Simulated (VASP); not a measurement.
Method: TPSS meta-GGA, VASP's PBE PAW potentials (set 64) (plane waves; VASP 6.6.1).

A VASP calculation is set up with these files.

### KPOINTS
```
Automatic mesh
0
Gamma
9 9 9
0 0 0
```

INCAR:
```
LMIXTAU  =  .True.
ISMEAR  =  0
LASPH  =  .True.   # aspherical one-centre terms
SYSTEM  =  CaO
LWAVE  =  .False.
ISIF  =  2   # forces and stress, cell fixed
SIGMA  =  0.05   # width (eV)
PREC  =  Accurate
EDIFF  =  1E-7   # SCF stop (eV)
METAGGA  =  TPSS
ENCUT  =  520
NELM  =  100   # most electronic steps
LCHARG  =  .False.
ALGO  =  Normal
LREAL  =  .False.   # projection in real space or not
```

**POSCAR**
```
CaO
1
    0.0000000000     2.4339525823     2.4339525823
    2.4339525823     0.0000000000     2.4339525823
    2.4339525823     2.4339525823     0.0000000000
Ca O
1 1
Direct
  0.0000000000   0.0000000000   0.0000000000
  0.5000000000   0.5000000000   0.5000000000
```

POTCAR, in this order: Ca_sv O (PBE.64 set). Program: vasp_std.

Output of the run:

OSZICAR:
```
       N       E                     dE             d eps       ncg     rms          rms(c)
DAV:   1     0.312644762762E+03    0.31264E+03   -0.40959E+06   840   0.828E+06
DAV:   2    -0.931527646086E+03   -0.12442E+04   -0.11122E+04  1424   0.107E+03
DAV:   3    -0.734339802938E+03    0.19719E+03   -0.82181E+03  1488   0.677E+02
DAV:   4    -0.330931932380E+03    0.40341E+03   -0.35564E+03  1596   0.317E+02
DAV:   5    -0.677101671740E+02    0.26322E+03   -0.78904E+02  1528   0.171E+02    0.853E+00
DAV:   6    -0.241150580249E+02    0.43595E+02   -0.31847E+02  1084   0.117E+02    0.140E+01
DAV:   7    -0.235751848384E+02    0.53987E+00   -0.15871E+01  1012   0.266E+01    0.101E+01
DAV:   8    -0.215273723352E+02    0.20478E+01   -0.11570E+01   988   0.334E+01    0.178E+00
DAV:   9    -0.219196367658E+02   -0.39226E+00   -0.22532E+00  1040   0.118E+01    0.349E+00
DAV:  10    -0.216418464328E+02    0.27779E+00   -0.99171E-01   976   0.770E+00    0.428E-01
DAV:  11    -0.217921669976E+02   -0.15032E+00   -0.19966E-01  1232   0.454E+00    0.109E+00
DAV:  12    -0.217915922770E+02    0.57472E-03   -0.48923E-03   964   0.695E-01    0.108E+00
DAV:  13    -0.218022749392E+02   -0.10683E-01   -0.39469E-01   992   0.444E+00    0.114E+00
DAV:  14    -0.217873947200E+02    0.14880E-01   -0.46278E-02  1056   0.182E+00    0.651E-01
DAV:  15    -0.217836470883E+02    0.37476E-02   -0.26292E-02  1028   0.137E+00    0.261E-01
DAV:  16    -0.217834818354E+02    0.16525E-03   -0.19446E-03  1452   0.492E-01    0.100E-01
DAV:  17    -0.217835591645E+02   -0.77329E-04   -0.81809E-05   980   0.111E-01    0.723E-02
DAV:  18    -0.217835490567E+02    0.10108E-04   -0.86651E-05  1312   0.921E-02    0.124E-02
DAV:  19    -0.217835880699E+02   -0.39013E-04   -0.21092E-05  1028   0.516E-02    0.409E-03
DAV:  20    -0.217835866958E+02    0.13741E-05   -0.64993E-06  1264   0.232E-02    0.582E-03
DAV:  21    -0.217835925896E+02   -0.58938E-05   -0.61930E-07   984   0.124E-02    0.299E-03
DAV:  22    -0.217835924814E+02    0.10828E-06   -0.74766E-07  1036   0.922E-03    0.229E-03
DAV:  23    -0.217835925811E+02   -0.99735E-07   -0.13584E-07   476   0.502E-03
   1 F= -.21783593E+02 E0= -.21783593E+02  d E =-.541411E-12
```

File OUTCAR:
```
------------------------ aborting loop because EDIFF is reached ----------------------------------------
  FORCE on cell =-STRESS in cart. coord.  units (eV):
  Direction    XX          YY          ZZ          XY          YZ          ZX
  --------------------------------------------------------------------------------------
  Total       -0.5504120     -0.5504120     -0.5504120      0.0000000      0.0000000     -0.0000000
  in kB      -30.5796217    -30.5796217    -30.5796217      0.0000000      0.0000000     -0.0000000
  external PRESSURE =     -30.5796217 kB  Pullay stress =       0.0000000 kB
  volume of cell :       28.84
      direct lattice vectors                 reciprocal lattice vectors
     0.000000000  2.433952582  2.433952582    -0.205427174  0.205427174  0.205427174
     2.433952582  0.000000000  2.433952582     0.205427174 -0.205427174  0.205427174
     2.433952582  2.433952582  0.000000000     0.205427174  0.205427174 -0.205427174
  FREE ENERGIE OF THE ION-ELECTRON SYSTEM (eV)
  ---------------------------------------------------
  free  energy   TOTEN  =       -21.7835925811 eV

  energy  without entropy=      -21.7835925811  energy(sigma->0) =      -21.78359258
```
(Selected blocks of OUTCAR.)

The compound is CaO in the rock salt structure. This cell is one point of a volume scan, at 1.03 of the reference volume.
